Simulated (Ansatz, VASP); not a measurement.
# BP: VASP beside Ansatz, part 3 of 3

Aim: how closely do two programs agree when they are given the same cell, functional and k mesh? The cell is taken from a series of runs on this material, whose earlier steps may have relaxed, scaled, displaced or heated it; both programs get it as it stands.

VASP 6.6.1 and Ansatz 0.2.0.

So far: Starting point; Ansatz: zone-centre phonons, LDA, pair 1; VASP: zone-centre phonons, LDA, pair 1; Comparison.

## Step 5: Ansatz: zone-centre phonons, LDA, pair 2

Level of this step: Ansatz beside VASP: Kohn-Sham DFT, plane waves, LDA (Ansatz).

Second derivatives magnify differences that forces hide, and they need a tight electronic threshold. The cell compared in this pair holds 23.54 Å³, against 23.09 Å³ for the pair before.

The cell is taken from a series of runs on this material, whose earlier steps may have relaxed, scaled, displaced or heated it; both programs get it as it stands.

Contents of input.yaml:

```yaml
crystal:
  lattice:
    - [0.0, 2.2748378975, 2.2748378975]
    - [2.2748378975, 0.0, 2.2748378975]
    - [2.2748378975, 2.2748378975, 0.0]
  atoms:
    - { symbol: B, position: [0.0, 0.0, 0.0] }
    - { symbol: P, position: [0.75, 0.75, 0.75] }
kpoints:
  mp_grid: { grid: [12, 12, 12] }
hamiltonian:
  xc: lda
  pseudopotentials: { kind: paw, azcp: { folder: soft_1 }, xc_functional: pbe }
scf:
  occupations: { method: fixed }
output:
  eigenvalues: true
phonons:
  method: dfpt
  dielectric: true
  rigid_motions: translations
```

Launch:

```
ansatz run input.yaml --threads 4 --pin off --max-ram 10240MiB --backend cpu --events-out ev --progress --plain --runs-dir out
```

Numbers of over 12 decimals in the logs are rounded to 6 here.

What it wrote:

```text
[...]
Crystal: 2 atoms, lattice volume = 23.544 Å³
Basis set: ecut = 420 eV, 459 PW (Γ), exchange–correlation on 48×48×48 points (8 copies of the dense FFT grid, shifted against one another)
Bands: 8, of which v1, the nominal top of the filled ones, is band 4 counted from 1 (3 counted from 0)
Symmetry: 24 space group operations
k-points: 280 of 1728 (irreducible under 4 space group operations, time reversal used)
[...]
optical modes at Γ + LO–TO along q̂ = [1.0000, 0.0000, 0.0000]:
      ω (cm⁻¹)  modes    IR ((D/Å)²/amu)
[...]
optical modes at Γ + LO–TO along q̂ = [0.0000, 1.0000, 0.0000]:
      ω (cm⁻¹)  modes    IR ((D/Å)²/amu)
        788.89      2             1.5184
        793.61      1             0.7592
  optical modes at Γ + LO–TO along q̂ = [0.0000, 0.0000, 1.0000]:
      ω (cm⁻¹)  modes    IR ((D/Å)²/amu)
        788.89      2             1.5184
        793.61      1             0.7592
[key lines of the parts left out:]
SCF converged after 7 iterations
Free energy (F): -876.618757 eV
Fermi energy:    8.930263 eV
```

## Step 6: VASP: zone-centre phonons, LDA, pair 2

The same cell, functional (in two slightly different forms) and mesh now go to VASP, with its own data sets.

Contents of INCAR:

```
SYSTEM = BP
PREC = Accurate
ENCUT = 500
EDIFF = 1E-08
NELM = 120
ISMEAR = 0
SIGMA = 0.01
LREAL = .FALSE.
ALGO = Normal
GGA = PW92
NBANDS = 10
LORBIT = 11
LWAVE = .FALSE.
LCHARG = .FALSE.
ISIF = 2
IBRION = 8
LEPSILON = .TRUE.
LASPH = .TRUE.
GGA_COMPAT = .FALSE.
EFERMI = MIDGAP
KPAR = 2
```

Contents of POSCAR:

```
BP
1.0
    0.0000000000      2.2748378975      2.2748378975
    2.2748378975      0.0000000000      2.2748378975
    2.2748378975      2.2748378975      0.0000000000
B P
1 1
Direct
    0.0000000000      0.0000000000      0.0000000000
    0.7500000000      0.7500000000      0.7500000000
```

Contents of KPOINTS:

```
Automatic mesh
0
Gamma
12 12 12
0 0 0
```

The projector-augmented-wave data sets are B and P (LDA family, release 64).

Launch:

```
mpirun -np 2 vasp_std
```

What it wrote:

```text
[banner, memory and clock lines left out]
running    2 mpi-ranks, on    1 nodes
[...]
[... a notice as in an earlier step ...]

 LDA part: xc-table for (Slater(with rela. corr.)+PW92), standard interpolation
 POSCAR, INCAR and KPOINTS ok, starting setup
[...]
entering main loop
       N       E                     dE             d eps       ncg     rms          rms(c)
DAV:   1     0.773452188438E+01    0.77345E+01   -0.39184E+03  1440   0.694E+02
DAV:   2    -0.146247567319E+02   -0.22359E+02   -0.21289E+02  1972   0.110E+02
DAV:   3    -0.151892178237E+02   -0.56446E+00   -0.56310E+00  1770   0.164E+01
DAV:   4    -0.151915467972E+02   -0.23290E-02   -0.23286E-02  1790   0.120E+00
[...]
DAV:  11    -0.143839653267E+02   -0.19503E-05   -0.48946E-06  1866   0.127E-02    0.346E-02
DAV:  12    -0.143839649830E+02    0.34368E-06   -0.19250E-06  1698   0.614E-03    0.685E-03
DAV:  13    -0.143839649909E+02   -0.78960E-08   -0.78551E-08  1776   0.177E-03
   1 F= -.14383965E+02 E0= -.14383965E+02  d E =0.000000E+00
[...]
RMM:  11    -0.421293485274E-01    0.67666E-08   -0.32447E-08  8976   0.476E-06    0.199E-07
 first order change of Fermi-energy   0.25609E+01
 force on displaced ion       1 direction 1 : -18.248   0.000   0.000
 Born effective charge ion    1 direction 1 :  -0.499   0.000   0.000
 Linear response progress:
  Degree of freedom:   2/  2
       N       E                     dE             d eps       ncg     rms          rms(c)
RMM:   1    -0.439097327297E-01   -0.43910E-01    0.28335E-03 12976   0.144E+00
RMM:   2    -0.412902427029E-01    0.26195E-02   -0.27184E-03  8707   0.222E-01    0.147E-01
RMM:   3    -0.411284318789E-01    0.16181E-03   -0.20734E-04  9268   0.363E-02    0.834E-02
RMM:   4    -0.413718739982E-01   -0.24344E-03   -0.11735E-04  9147   0.342E-02    0.751E-03
[...]
RMM:  10    -0.413287054239E-01   -0.29756E-07    0.17003E-07 10176   0.737E-06    0.475E-06
RMM:  11    -0.413286981221E-01    0.73017E-08    0.13046E-07  8838   0.509E-06    0.315E-07
RMM:  12    -0.413287020105E-01   -0.38884E-08    0.67906E-08  5337   0.401E-06    0.974E-08
 first order change of Fermi-energy  -0.25607E+01
 force on displaced ion       2 direction 1 : -18.245   0.000   0.000
 Born effective charge ion    2 direction 1 :   0.495   0.000   0.000
 Born effective charges drift removed
 Linear response finished
```

From OUTCAR (step 6):

```text
  Total       -0.9799004     -0.9799004     -0.9799004     -0.0000000      0.0000000     -0.0000000
  in kB      -66.6823876    -66.6823876    -66.6823876     -0.0000000      0.0000000     -0.0000000
  external PRESSURE =     -66.6823876 kB  Pullay stress =       0.0000000 kB

 POSITION                                       TOTAL-FORCE (eV/Angst)
 -----------------------------------------------------------------------------------
      0.00000      0.00000      0.00000         0.000000      0.000000      0.000000
      3.41226      3.41226      3.41226        -0.000000     -0.000000     -0.000000
 -----------------------------------------------------------------------------------
    total drift:                               -0.000000     -0.000000     -0.000000

 MACROSCOPIC STATIC DIELECTRIC TENSOR (including local field effects in DFT)
 ------------------------------------------------------
           9.229253    -0.000000    -0.000000
          -0.000000     9.229253    -0.000000
           0.000000    -0.000000     9.229253
 ------------------------------------------------------

 MACROSCOPIC STATIC DIELECTRIC TENSOR IONIC CONTRIBUTION
 ------------------------------------------------------
           0.103261    -0.000000     0.000000
          -0.000000     0.103261    -0.000000
           0.000000    -0.000000     0.103261
 ------------------------------------------------------

[... 1 part as in an earlier step ...]

[... 1 further part left out ...]
```

## Step 7: Comparison

Both answers:

| quantity | Ansatz | VASP | difference |
| --- | --- | --- | --- |
| ε∞ xx | 9.21 | 9.23 | -0.25 % |
| ε∞ yy | 9.21 | 9.23 | -0.25 % |
| ε∞ zz | 9.21 | 9.23 | -0.25 % |
| Born charge of B1 (mean of the diagonal) (e) | -0.51 | -0.50 | -0.02 |
| Born charge of P2 (mean of the diagonal) (e) | 0.51 | 0.50 | +0.02 |
| optical mode 1 to 3 (cm⁻¹) | 788.9 | 786.9 | +0.26 % |

Modes are paired by rising frequency, not by their patterns, so a pair may set unlike modes beside each other; they are those without the splitting of longitudinal modes.

## Step 8: Ansatz: zone-centre phonons, LDA, pair 3

Second derivatives magnify differences that forces hide, and they need a tight electronic threshold. The cell compared in this pair holds 24.00 Å³, against 23.54 Å³ for the pair before.

The cell is taken from a series of runs on this material, whose earlier steps may have relaxed, scaled, displaced or heated it; both programs get it as it stands.

input.yaml, the sections that differ from step 5:

```yaml
crystal:
  lattice:
    - [0.0, 2.2893277015, 2.2893277015]
    - [2.2893277015, 0.0, 2.2893277015]
    - [2.2893277015, 2.2893277015, 0.0]
  atoms:
    - { symbol: B, position: [0.0, 0.0, 0.0] }
    - { symbol: P, position: [0.75, 0.75, 0.75] }
# kpoints, hamiltonian, scf, output, phonons: as in step 5
```

Launch:

```
ansatz run input.yaml --threads 4 --pin off --max-ram 10240MiB --backend cpu --events-out ev --progress --plain --runs-dir out
```

What it wrote:

```text
[...]
Crystal: 2 atoms, lattice volume = 23.997 Å³
Basis set: ecut = 420 eV, 459 PW (Γ), exchange–correlation on 48×48×48 points (8 copies of the dense FFT grid, shifted against one another)
Bands: 8, of which v1, the nominal top of the filled ones, is band 4 counted from 1 (3 counted from 0)
Symmetry: 24 space group operations
k-points: 280 of 1728 (irreducible under 4 space group operations, time reversal used)
[...]
optical modes at Γ + LO–TO along q̂ = [1.0000, 0.0000, 0.0000]:
      ω (cm⁻¹)  modes    IR ((D/Å)²/amu)
[...]
optical modes at Γ + LO–TO along q̂ = [0.0000, 1.0000, 0.0000]:
      ω (cm⁻¹)  modes    IR ((D/Å)²/amu)
        773.68      2             1.1793
        777.34      1             0.5897
  optical modes at Γ + LO–TO along q̂ = [0.0000, 0.0000, 1.0000]:
      ω (cm⁻¹)  modes    IR ((D/Å)²/amu)
        773.68      2             1.1793
        777.34      1             0.5897
[key lines of the parts left out:]
SCF converged after 7 iterations
Free energy (F): -876.596704 eV
Fermi energy:    8.675533 eV
```

## Step 9: VASP: zone-centre phonons, LDA, pair 3

The same cell, functional (in two slightly different forms) and mesh now go to VASP, with its own data sets.

INCAR is that of step 6.

Contents of POSCAR:

```
BP
1.0
    0.0000000000      2.2893277015      2.2893277015
    2.2893277015      0.0000000000      2.2893277015
    2.2893277015      2.2893277015      0.0000000000
B P
1 1
Direct
    0.0000000000      0.0000000000      0.0000000000
    0.7500000000      0.7500000000      0.7500000000
```

KPOINTS is that of step 6.

Launch:

```
mpirun -np 2 vasp_std
```

What it wrote:

```text
[... set-up lines as in an earlier step ...]
 entering main loop
       N       E                     dE             d eps       ncg     rms          rms(c)
DAV:   1     0.699597969923E+01    0.69960E+01   -0.38277E+03  1448   0.691E+02
DAV:   2    -0.145937122966E+02   -0.21590E+02   -0.20688E+02  2022   0.107E+02
DAV:   3    -0.151238162727E+02   -0.53010E+00   -0.52933E+00  1752   0.160E+01
DAV:   4    -0.151261379054E+02   -0.23216E-02   -0.23213E-02  1856   0.122E+00
[...]
DAV:  11    -0.143613693911E+02   -0.20092E-05   -0.44551E-06  1868   0.125E-02    0.334E-02
DAV:  12    -0.143613690198E+02    0.37126E-06   -0.20000E-06  1696   0.616E-03    0.620E-03
DAV:  13    -0.143613690279E+02   -0.80847E-08   -0.86863E-08  1794   0.183E-03
   1 F= -.14361369E+02 E0= -.14361369E+02  d E =0.000000E+00
 Linear response reoptimize wavefunctions to high precision
DAV:   1    -0.143613690256E+02    0.22982E-08   -0.10719E-08  1630   0.491E-04
DAV:   2    -0.143613690256E+02   -0.29559E-10   -0.24788E-10   862   0.124E-04
 Linear response G [H, r] |phi>, progress :
  Direction:   1
[...]
RMM:  12    -0.416498921766E-01   -0.25682E-08    0.88360E-09  6219   0.852E-06    0.708E-08
 first order change of Fermi-energy   0.25314E+01
 force on displaced ion       1 direction 1 : -17.552   0.000   0.000
 Born effective charge ion    1 direction 1 :  -0.438   0.000   0.000
 Linear response progress:
  Degree of freedom:   2/  2
       N       E                     dE             d eps       ncg     rms          rms(c)
RMM:   1    -0.439005411159E-01   -0.43901E-01    0.43201E-03 12992   0.144E+00
RMM:   2    -0.413487348001E-01    0.25518E-02   -0.25446E-03  8709   0.222E-01    0.145E-01
RMM:   3    -0.411931440584E-01    0.15559E-03   -0.19592E-04  9276   0.359E-02    0.824E-02
RMM:   4    -0.414219375803E-01   -0.22879E-03   -0.10969E-04  9165   0.335E-02    0.735E-03
[...]
RMM:  11    -0.413808091250E-01    0.65545E-08    0.75536E-07  8971   0.103E-05    0.354E-07
RMM:  12    -0.413808095944E-01   -0.46932E-09    0.73773E-07  5639   0.937E-06    0.107E-07
RMM:  13    -0.413808107895E-01   -0.11951E-08    0.73495E-07  4435   0.933E-06    0.123E-08
 first order change of Fermi-energy  -0.25311E+01
 force on displaced ion       2 direction 1 : -17.544   0.000   0.000
 Born effective charge ion    2 direction 1 :   0.434   0.000   0.000
 Born effective charges drift removed
 Linear response finished
```

Parts of OUTCAR (step 9):

```text
  Total       -1.4106842     -1.4106842     -1.4106842      0.0000000      0.0000000     -0.0000000
  in kB      -94.1860331    -94.1860331    -94.1860331      0.0000000      0.0000000     -0.0000000
  external PRESSURE =     -94.1860331 kB  Pullay stress =       0.0000000 kB

 POSITION                                       TOTAL-FORCE (eV/Angst)
 -----------------------------------------------------------------------------------
      0.00000      0.00000      0.00000         0.000000      0.000000      0.000000
      3.43399      3.43399      3.43399        -0.000000     -0.000000     -0.000000
 -----------------------------------------------------------------------------------
    total drift:                               -0.000000     -0.000000     -0.000000

 MACROSCOPIC STATIC DIELECTRIC TENSOR (including local field effects in DFT)
 ------------------------------------------------------
           9.243720    -0.000000    -0.000000
           0.000000     9.243720     0.000000
           0.000000     0.000000     9.243720
 ------------------------------------------------------

 MACROSCOPIC STATIC DIELECTRIC TENSOR IONIC CONTRIBUTION
 ------------------------------------------------------
           0.081109     0.000000    -0.000000
           0.000000     0.081109    -0.000000
          -0.000000    -0.000000     0.081109
 ------------------------------------------------------

[... 1 part as in an earlier step ...]

[... 1 further part left out ...]
```

## Step 10: Comparison

The two programs side by side:

| quantity | Ansatz | VASP | difference |
| --- | --- | --- | --- |
| ε∞ xx | 9.22 | 9.24 | -0.25 % |
| ε∞ yy | 9.22 | 9.24 | -0.25 % |
| ε∞ zz | 9.22 | 9.24 | -0.25 % |
| Born charge of B1 (mean of the diagonal) (e) | -0.45 | -0.43 | -0.02 |
| Born charge of P2 (mean of the diagonal) (e) | 0.45 | 0.43 | +0.02 |
| optical mode 1 to 3 (cm⁻¹) | 773.7 | 771.7 | +0.26 % |

Modes are paired by rising frequency, not by their patterns, so a pair may set unlike modes beside each other; they are those without the splitting of longitudinal modes.

## Step 11: What came out

```json
{"r.m.s. difference of the optical zone-centre modes, each program's sorted by frequency (zone-centre phonons, LDA, pair 1)": "2.1 cm⁻¹", "r.m.s. difference of the optical zone-centre modes, each program's sorted by frequency (zone-centre phonons, LDA, pair 2)": "2.0 cm⁻¹", "r.m.s. difference of the optical zone-centre modes, each program's sorted by frequency (zone-centre phonons, LDA, pair 3)": "2.0 cm⁻¹"}
```

In words: The r.m.s. difference of the optical zone-centre modes, each program's sorted by frequency is 2.1 cm⁻¹ (zone-centre phonons, LDA, pair 1). Such differences can come from data sets, numerical settings and the points named under the comparisons, not from the functional's error against experiment.

[Lines on the potential files, build, host, timing and source positions are cut from VASP's logs without a mark.]

[Logs are printed without paths, hosts, clocks, repeated set-up lines and the standing remarks that a program may print on its own settings, such as how far it seeks lower states.]

[Hosts, paths, dates, database ids (printed as entryN), source tags and the programs' standing remarks are cut or masked in the printed files.]
